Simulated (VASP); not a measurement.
Consider the following.

```
CELL_PARAMETERS angstrom
      4.96358     0.00000     0.00000
     -2.48179     4.29859     0.00000
      0.00000     0.00000    10.27661
ATOMIC_POSITIONS crystal
  Te 0.33333 0.66667 0.03437
  Te 0.66667 0.33333 0.53437
  Te 0.66667 0.33333 0.96563
  Te 0.33333 0.66667 0.46563
```

Calculation: r2SCAN meta-GGA, VASP's PBE PAW potentials (set 64) (plane waves; VASP). Settings: 400 eV cut-off, 8×8×4 Γ-centred mesh, tetrahedra with Blöchl corrections, potentials Te.

Unless said otherwise, spin-orbit coupling is left out, though it shifts the bands of the heavy elements here.

Question: Predict the energy per atom (σ→0), band gap (over mesh and band path) with the smallest direct gap where there is one.

Answer: 
```yaml
band gap (over mesh and band path): none (metal, semimetal or under 0.01 eV)
energy per atom (σ→0): -25.052 eV/atom
```

The absolute energy has meaning only against runs of the same code, potentials and settings.

The structure was generated: Te was put into the lonsdaleite type (P6_3/mmc), which need not be its known phase. It was relaxed first, which changed the volume by +65 %.
